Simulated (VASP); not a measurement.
# MgCd2S3 (Cmc2_1) in VASP: further runs

The runs below take MgCd2S3 through equation of state, with PBE.

Everything below comes from runs of VASP 6.6.1. Logs are shortened: lines on timing, memory, paths and dates and some standing lists are left out, and cuts for length are marked.

### 1 Starting point

It takes space group Cmc2_1 (No. 36, orthorhombic). The conventional cell has a = 12.435 Å, b = 7.179 Å, c = 6.736 Å, α = 90.00°, β = 90.00°, γ = 90.00°. Mg (site symmetry m) has 4 S at 2.46 to 2.47 Å as nearest neighbours. Cd (site symmetry 1) is surrounded by 4 S at 2.57 to 2.58 Å. S (site symmetry 1) has 1 Mg at 2.46 Å and 3 Cd at 2.57 to 2.58 Å as nearest neighbours. S (site symmetry m) has 2 Mg at 2.46 to 2.47 Å and 2 Cd at 2.57 Å as nearest neighbours.

The cell was built by a generator and needn't be a form met in nature.

### 2 Equation of state, PBE, 25.05 Å³/atom

INCAR

```
SYSTEM = MgCd2S3
ALGO     = Normal         ! electronic algorithm
EDIFF    = 1E-6           ! SCF threshold, eV
EDIFFG   = -0.02          ! ionic threshold
ENCUT    = 520            ! plane-wave cutoff, eV
GGA      = PE             ! functional
IBRION   = 2              ! ionic algorithm
ISIF     = 4              ! what is computed and relaxed
ISMEAR   = 0              ! smearing method
KPAR     = 4            
LASPH    = .True.         ! aspherical terms in the spheres
LCHARG   = .False.        ! write CHGCAR
LREAL    = .False.        ! projectors in reciprocal space
LWAVE    = .False.        ! write WAVECAR
NELM     = 100            ! most SCF steps
NSW      = 30             ! ionic steps
PREC     = Accurate       ! precision mode
SIGMA    = 0.03           ! smearing width, eV
```

KPOINTS

```
k-points
0
Gamma
  4 4 4
  0 0 0
```

POSCAR

```
MgCd2S3
1.0
    6.2173100000     -3.5892600000      0.0000000000
    6.2173100000      3.5892600000      0.0000000000
    0.0000000000      0.0000000000      6.7363900000
Mg Cd S
2 4 6
Direct
    0.8362340000      0.1637660000      0.0001360000
    0.1637660000      0.8362340000      0.5001360000
    0.1664250000      0.5033270000      0.9984420000
    0.8335750000      0.4966730000      0.4984420000
    0.4966730000      0.8335750000      0.9984420000
    0.5033270000      0.1664250000      0.4984420000
    0.1667050000      0.5105060000      0.3808160000
    0.8332950000      0.4894940000      0.8808160000
    0.8443040000      0.1556960000      0.3664400000
    0.1556960000      0.8443040000      0.8664400000
    0.4894940000      0.8332950000      0.3808160000
    0.5105060000      0.1667050000      0.8808160000
```

Potentials or basis: VASP PAW PBE potentials, release 64 (Mg, Cd, S).

The run is started by

```console
$ cat potpaw_PBE.64/Mg/POTCAR potpaw_PBE.64/Cd/POTCAR potpaw_PBE.64/S/POTCAR > POTCAR
$ mpirun -np 4 vasp_std > vasp.out
```

OUTCAR:

```text
SYSTEM = MgCd2S3
   EDIFF = 1E-6
   EDIFFG = -0.02
   ENCUT = 520
   GGA = PE
   IBRION = 2
   ISIF = 4
   ISMEAR = 0
   LASPH = .True.
   LREAL = .False.
   NELM = 100
   NSW = 30
   PREC = Accurate

 ion  position               nearest neighbor table
   1  0.836  0.164  0.000-   8 2.46  12 2.46  10 2.46   9 2.47
   2  0.164  0.836  0.500-   7 2.46  11 2.46   9 2.46  10 2.47
   3  0.166  0.503  0.998-   8 2.57  12 2.57  10 2.57   7 2.58
   4  0.834  0.497  0.498-   7 2.57  11 2.57   9 2.57   8 2.58
   5  0.497  0.834  0.998-  12 2.57   8 2.57  10 2.57  11 2.58
   6  0.503  0.166  0.498-  11 2.57   7 2.57   9 2.57  12 2.58
   7  0.167  0.511  0.381-   2 2.46   4 2.57   6 2.57   3 2.58
   8  0.833  0.489  0.881-   1 2.46   3 2.57   5 2.57   4 2.58
   9  0.844  0.156  0.366-   2 2.46   1 2.47   4 2.57   6 2.57
  10  0.156  0.844  0.866-   1 2.46   2 2.47   3 2.57   5 2.57
  11  0.489  0.833  0.381-   2 2.46   6 2.57   4 2.57   5 2.58
  12  0.511  0.167  0.881-   1 2.46   5 2.57   3 2.57   6 2.58

  LATTYP: Found a base centered orthorhombic cell.
 ALAT       =     7.1785200000
 B/A-ratio  =     1.7321982804
 C/A-ratio  =     0.9384093100

  Lattice vectors:

 A1 = (  -6.2173100000,  -3.5892600000,   0.0000000000)
 A2 = (   6.2173100000,  -3.5892600000,   0.0000000000)
 A3 = (   0.0000000000,   0.0000000000,   6.7363900000)

Analysis of symmetry for initial positions (statically):
=====================================================================
 Subroutine PRICEL returns:
 Original cell was already a primitive cell.

 Routine SETGRP: Setting up the symmetry group for a
 base centered orthorhombic supercell.

 Subroutine GETGRP returns: Found  4 space group operations
 (whereof  2 operations were pure point group operations)
 out of a pool of  8 trial point group operations.

The static configuration has the point symmetry C_1h.
 The point group associated with its full space group is C_2v.

Analysis of symmetry for dynamics (positions and initial velocities):
=====================================================================
 Subroutine PRICEL returns:
 Original cell was already a primitive cell.

 Routine SETGRP: Setting up the symmetry group for a
 base centered orthorhombic supercell.

 Subroutine GETGRP returns: Found  4 space group operations
 (whereof  2 operations were pure point group operations)
 out of a pool of  8 trial point group operations.

The dynamic configuration has the point symmetry C_1h.
 The point group associated with its full space group is C_2v.

 Subroutine INISYM returns: Found  4 space group operations
 (whereof  2 operations are pure point group operations),
 and found     1 'primitive' translations

----------------------------------------------------------------------------------------

                                     Primitive cell

  volume of cell :     300.6524

  direct lattice vectors                    reciprocal lattice vectors
     6.217310000 -3.589260000  0.000000000     0.080420632 -0.139304481  0.000000000
     6.217310000  3.589260000  0.000000000     0.080420632  0.139304481  0.000000000
     0.000000000  0.000000000  6.736390000     0.000000000  0.000000000  0.148447462

  length of vectors
     7.178978408  7.178978408  6.736390000     0.160851535  0.160851535  0.148447462

  position of ions in fractional coordinates (direct lattice)
     0.836234000  0.163766000  0.000136000
     0.163766000  0.836234000  0.500136000
     0.166425000  0.503327000  0.998442000
     0.833575000  0.496673000  0.498442000
     0.496673000  0.833575000  0.998442000
     0.503327000  0.166425000  0.498442000
     0.166705000  0.510506000  0.380816000
     0.833295000  0.489494000  0.880816000
     0.844304000  0.155696000  0.366440000
     0.155696000  0.844304000  0.866440000
     0.489494000  0.833295000  0.380816000
     0.510506000  0.166705000  0.880816000

  ion indices of the primitive-cell ions
   primitive index   ion index
                 1           1
                 2           2
                 3           3
                 4           4
                 5           5
                 6           6
                 7           7
                 8           8
                 9           9
                10          10
                11          11
                12          12

----------------------------------------------------------------------------------------

 KPOINTS: k-points

Automatic generation of k-mesh.
 Grid dimensions read from file:
 generate k-points for:    4    4    4

 Generating k-lattice:

  Cartesian coordinates                     Fractional coordinates (reciprocal lattice)
     0.020105158 -0.034826120  0.000000000     0.250000000  0.000000000  0.000000000
     0.020105158  0.034826120  0.000000000     0.000000000  0.250000000  0.000000000
     0.000000000  0.000000000  0.037111866     0.000000000  0.000000000  0.250000000

  Length of vectors
     0.040212884  0.040212884  0.037111866

  Shift w.r.t. Gamma in fractional coordinates (k-lattice)
     0.000000000  0.000000000  0.000000000

 Subroutine IBZKPT returns following result:
 ===========================================

 Found     21 irreducible k-points:

 Following reciprocal coordinates:
            Coordinates               Weight
  0.000000  0.000000  0.000000      1.000000
  0.250000  0.000000  0.000000      4.000000
  0.500000  0.000000  0.000000      2.000000
  0.250000  0.250000  0.000000      2.000000
  0.500000  0.250000  0.000000      4.000000
 -0.250000  0.250000  0.000000      2.000000
[... 13 lines left out ...]
 -0.250000  0.250000  0.500000      2.000000
  0.500000  0.500000  0.500000      1.000000
   k-points           NKPTS =     21   k-points in BZ     NKDIM =     21   number of bands    NBANDS=     52
   number of dos      NEDOS =    301   number of ions     NIONS =     12
   total plane-waves  NPLWV = 145800
   dimension x,y,z NGX =    54 NGY =   54 NGZ =   50
   dimension x,y,z NGXF=   108 NGYF=  108 NGZF=  100
   ions per type =               2   4   6
   NGX,Y,Z   is equivalent  to a cutoff of  12.50, 12.50, 12.34 a.u.
   NGXF,Y,Z  is equivalent  to a cutoff of  25.01, 25.01, 24.68 a.u.
 SYSTEM =  MgCd2S3
   PREC   = accura    normal or accurate (medium, high low for compatibility)
   ISTART =      0    job   : 0-new  1-cont  2-samecut
   ICHARG =      2    charge: 1-file 2-atom 10-const
   ISPIN  =      1    spin polarized calculation?
   LNONCOLLINEAR =      F non collinear calculations
   LSORBIT =      F    spin-orbit coupling
   LASPH  =      T    aspherical Exc in radial PAW
   ENCUT  =  520.0 eV  38.22 Ry    6.18 a.u.  13.35 13.35 12.53*2*pi/ulx,y,z
   NELM   =    100;   NELMIN=  2; NELMDL= -5     # of ELM steps
   EDIFF  = 0.1E-05   stopping-criterion for ELM
   LREAL  =      F    real-space projection
   EDIFFG = -.2E-01   stopping-criterion for IOM
   NSW    =     30    number of steps for IOM
   IBRION =      2    ionic relax: 0-MD 1-quasi-New 2-CG
   NFREE  =      1    steps in history (QN), initial steepest desc. (CG)
   ISIF   =      4    stress and relaxation
   ISYM   =      2    0-nonsym 1-usesym 2-fastsym
   POTIM  = 0.5000    time-step for ionic-motion
   TEBEG  =    0.0;   TEEND  =   0.0 temperature during run
   PSTRESS=    0.0 pullay stress
   NELECT =      88.0000    total number of electrons
   NUPDOWN=      -1.0000    fix difference up-down
   EMIN   =  10.00;   EMAX   =-10.00  energy-range for DOS
   EFERMI =   0.00;   METHOD = LEGACY
   ISMEAR =     0;   SIGMA  =   0.03  broadening in eV -4-tet -1-fermi 0-gaus
   EFERMI_NEDOS =   21; number of points for ismear=-14 and -15
   IALGO  =     38    algorithm
   IMIX   =      4    mixing-type and parameters
     AMIX     =   0.40;   BMIX     =  1.00
     AMIX_MAG =   1.60;   BMIX_MAG =  1.00
  volume/ion in A,a.u.               =      25.05       169.08
  Fermi-wavevector in a.u.,A,eV,Ry     =   1.086962  2.054059 16.075084  1.181485
  Thomas-Fermi vector in A             =   2.223110
   LORBIT       =      0    0 simple, 1 ext, 2 COOP (PROOUT), +10 PAW based schemes
   GGA     = PE    functional components
   LHFCALC =     F    Hartree Fock is set to
   AEXX    =    0.0000 exact exchange contribution
   IVDW    =     0    specifies the selected vdW correction
   LEPSILON=     F    determine dielectric tensor
   LRPA    =     F    only Hartree local field effects (RPA)
 conjugate gradient relaxation of ions
 non-spin polarized calculation
 Gauss-broadening in eV      SIGMA  =   0.03
  energy-cutoff  :      520.00
  volume of cell :      300.65
 maximum number of plane-waves:      8125
 NGX is ok and might be reduce to    54
   NGX = 27   NGY = 27   NGZ = 25

 number of electron      87.9999996 magnetization

 Free energy of the ion-electron system (eV)
  ---------------------------------------------------
  ext. energy  EPLUGINS =         0.00000000
  ---------------------------------------------------
  free energy    TOTEN  =       -41.56535499 eV

  energy without entropy =      -41.56535499  energy(sigma->0) =      -41.56535499

 E-fermi :   1.0317     XC(G=0):  -8.7376

 val. band max:        0.9002128628   @ k =   0.0000   0.0000   0.0000
 cond. band min:       2.7250217415   @ k =   0.0000   0.0000   0.0000
 fundamental gap:      1.8248088786
 Fermi energy:         1.0317433156

 k-point     1 :       0.0000    0.0000    0.0000
  band No.  band energies     occupation
      1     -10.8827      2.00000
      2     -10.4416      2.00000
      3     -10.3429      2.00000
      4     -10.3420      2.00000
      5     -10.2803      2.00000
      6     -10.2519      2.00000
[... 44 lines left out ...]
     51       7.3819      0.00000
     52       7.4249      0.00000
[... 1098 lines left out ...]
     51       6.3066      0.00000
     52       6.3066      0.00000

------------------------ aborting loop because EDIFF is reached ----------------------------------------

  FORCE on cell =-STRESS in cart. coord.  units (eV):
  Direction    XX          YY          ZZ          XY          YZ          ZX
  --------------------------------------------------------------------------------------
  -------------------------------------------------------------------------------------
  Total        0.0761366      0.0131452      0.0353861      0.0000000      0.0000000      0.0000000
  in kB        0.4057322      0.0700509      0.1885725      0.0000000      0.0000000      0.0000000
  external PRESSURE =       0.2214519 kB  Pullay stress =       0.0000000 kB

 VOLUME and BASIS-vectors are now :
 -----------------------------------------------------------------------------
  energy-cutoff  :      520.00
  volume of cell :      300.65
      direct lattice vectors                 reciprocal lattice vectors
     6.217310000 -3.589260000  0.000000000     0.080420632 -0.139304481  0.000000000
     6.217310000  3.589260000  0.000000000     0.080420632  0.139304481  0.000000000
     0.000000000  0.000000000  6.736390000     0.000000000  0.000000000  0.148447462

 POSITION                                       TOTAL-FORCE (eV/Angst)
 -----------------------------------------------------------------------------------
      6.21731     -2.41366      0.00092         0.000000      0.004819     -0.005794
      6.21731      2.41366      3.36911         0.000000     -0.004819     -0.005794
      4.16406      1.20923      6.72589        -0.002643     -0.003101      0.003015
      8.27056     -1.20923      3.35770         0.002643      0.003101      0.003015
      8.27056      1.20923      6.72589         0.002643     -0.003101      0.003015
      4.16406     -1.20923      3.35770        -0.002643      0.003101      0.003015
      4.21043      1.23399      2.56533        -0.005843     -0.006933      0.002500
      8.22419     -1.23399      5.93352         0.005843      0.006933      0.002500
      6.21731     -2.47159      2.46848         0.000000     -0.003543     -0.005236
      6.21731      2.47159      5.83668         0.000000      0.003543     -0.005236
      8.22419      1.23399      2.56533         0.005843     -0.006933      0.002500
      4.21043     -1.23399      5.93352        -0.005843      0.006933      0.002500
 -----------------------------------------------------------------------------------
    total drift:                                0.000000      0.000000     -0.001908

  FREE ENERGIE OF THE ION-ELECTRON SYSTEM (eV)
  ---------------------------------------------------
  free  energy   TOTEN  =       -41.5653549928 eV

  energy  without entropy=      -41.5653549928  energy(sigma->0) =      -41.56535499

 reached required accuracy - stopping structural energy minimisation
```

Run time: 2.8 min. Hardware: 4 MPI ranks of Intel Xeon Platinum 8259CL at 2.50GHz (Skylake/Cascade Lake), shared host; peak memory 0.52 GiB.

What came out:

| Item | Value |
| --- | --- |
| Free energy | -41.5654 eV |
| Pressure | 0.0 GPa |
| Largest force | 0.009 eV/Å |
| Band gap on the k mesh | 1.82 eV, direct |

### 3 Equation of state, PBE, 24.30 Å³/atom (volume scaled by 0.97)

INCAR is that of step 2.

KPOINTS is that of step 2.

Edit POSCAR of step 2 so:

```diff
@@ -2,5 +2,5 @@
 1.0
-    6.2173100000     -3.5892600000      0.0000000000
-    6.2173100000      3.5892600000      0.0000000000
-    0.0000000000      0.0000000000      6.7363900000
+    6.1545045949     -3.5530023696      0.0000000000
+    6.1545045949      3.5530023696      0.0000000000
+    0.0000000000      0.0000000000      6.6683410041
 Mg Cd S
```

Potentials or basis: VASP PAW PBE potentials, release 64 (Mg, Cd, S).

The run is started by

```console
$ cat potpaw_PBE.64/Mg/POTCAR potpaw_PBE.64/Cd/POTCAR potpaw_PBE.64/S/POTCAR > POTCAR
$ mpirun -np 4 vasp_std > vasp.out
```

Wall time 3.8 min (4 MPI ranks of Intel Xeon Platinum 8259CL at 2.50GHz (Skylake/Cascade Lake), shared host); peak memory 0.56 GiB.

It converged, with:

```
Free energy            : -41.5146 eV
Pressure               : 1.8 GPa
Largest force          : 0.019 eV/Å
Band gap on the k mesh : 1.92 eV, direct
```

### 4 Equation of state, PBE, 25.81 Å³/atom (volume scaled by 1.03)

INCAR is that of step 3.

KPOINTS is that of step 3.

Edit POSCAR of step 3 so:

```diff
@@ -2,5 +2,5 @@
 1.0
-    6.1545045949     -3.5530023696      0.0000000000
-    6.1545045949      3.5530023696      0.0000000000
-    0.0000000000      0.0000000000      6.6683410041
+    6.2788715284     -3.6247995390      0.0000000000
+    6.2788715284      3.6247995390      0.0000000000
+    0.0000000000      0.0000000000      6.8030912686
 Mg Cd S
```

The run is started by

```console
$ cat potpaw_PBE.64/Mg/POTCAR potpaw_PBE.64/Cd/POTCAR potpaw_PBE.64/S/POTCAR > POTCAR
$ mpirun -np 4 vasp_std > vasp.out
```

Wall time 3.7 min (4 MPI ranks of Intel Xeon Platinum 8259CL at 2.50GHz (Skylake/Cascade Lake), shared host); peak memory 0.61 GiB.

Results (log left out):

* Free energy: -41.5245 eV
* Pressure: -1.5 GPa
* Largest force: 0.015 eV/Å
* Band gap on the k mesh: 1.73 eV, direct

### 5 Equation of state, PBE, 23.55 Å³/atom (volume scaled by 0.94)

INCAR is that of step 4.

KPOINTS is that of step 4.

Edit POSCAR of step 4 so:

```diff
@@ -2,5 +2,5 @@
 1.0
-    6.2788715284     -3.6247995390      0.0000000000
-    6.2788715284      3.6247995390      0.0000000000
-    0.0000000000      0.0000000000      6.8030912686
+    6.0903905096     -3.5159892366      0.0000000000
+    6.0903905096      3.5159892366      0.0000000000
+    0.0000000000      0.0000000000      6.5988740669
 Mg Cd S
```

The run is started by

```console
$ cat potpaw_PBE.64/Mg/POTCAR potpaw_PBE.64/Cd/POTCAR potpaw_PBE.64/S/POTCAR > POTCAR
$ mpirun -np 4 vasp_std > vasp.out
```

Wall time 4.5 min (4 MPI ranks of Intel Xeon Platinum 8259CL at 2.50GHz (Skylake/Cascade Lake), shared host); peak memory 0.57 GiB.

It converged, with:

| Item | Value |
| --- | --- |
| Free energy | -41.3560 eV |
| Pressure | 3.9 GPa |
| Largest force | 0.017 eV/Å |
| Band gap on the k mesh | 2.02 eV, direct |

### 6 Equation of state, PBE, 26.56 Å³/atom (volume scaled by 1.06)

INCAR is that of step 5.

KPOINTS is that of step 5.

Edit POSCAR of step 5 so:

```diff
@@ -2,5 +2,5 @@
 1.0
-    6.0903905096     -3.5159892366      0.0000000000
-    6.0903905096      3.5159892366      0.0000000000
-    0.0000000000      0.0000000000      6.5988740669
+    6.3392489970     -3.6596555190      0.0000000000
+    6.3392489970      3.6596555190      0.0000000000
+    0.0000000000      0.0000000000      6.8685096208
 Mg Cd S
```

Potentials or basis: VASP PAW PBE potentials, release 64 (Mg, Cd, S).

The run is started by

```console
$ cat potpaw_PBE.64/Mg/POTCAR potpaw_PBE.64/Cd/POTCAR potpaw_PBE.64/S/POTCAR > POTCAR
$ mpirun -np 4 vasp_std > vasp.out
```

Wall time 4.9 min (4 MPI ranks of Intel Xeon Platinum 8259CL at 2.50GHz (Skylake/Cascade Lake), shared host); peak memory 0.62 GiB.

The run converged. Its results:

```yaml
Free_energy: -41.4059 eV
Pressure: -2.8 GPa
Largest_force: 0.015 eV/Å
Band_gap_on_the_k_mesh: 1.64 eV, direct
```
